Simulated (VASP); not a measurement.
Given:

```yaml
crystal:
  lattice:
    - [0.00000, 2.55085, 2.55085]
    - [2.55085, 0.00000, 2.55085]
    - [2.55085, 2.55085, 0.00000]
  atoms:
    - { symbol: Zr, position: [0.00000, 0.00000, 0.00000] }
    - { symbol: O, position: [0.25000, 0.25000, 0.25000] }
    - { symbol: O, position: [0.75000, 0.75000, 0.75000] }
```

Method: revTPSS meta-GGA, VASP's PBE PAW potentials (set 64) (plane waves; VASP 6.6.1). Settings: 520 eV cut-off, 8×8×8 Γ-centred mesh, tetrahedra with Blöchl corrections, potentials Zr_sv O.

Estimate the energy per atom (σ→0), band gap (over mesh and band path) with the smallest direct gap where there is one.

| Quantity | Value |
|---|---|
| band gap (over mesh and band path) | 3.40 eV |
| smallest direct gap (over mesh and band path) | 3.79 eV |
| energy per atom (σ→0) | -6.960 eV/atom |

Total energies compare only between runs with the same potentials, cut-off and functional.

The compound is ZrO2 in the fluorite structure, the high-temperature cubic form, which is unstable at 0 K; the monoclinic form is the stable one. It was relaxed first.
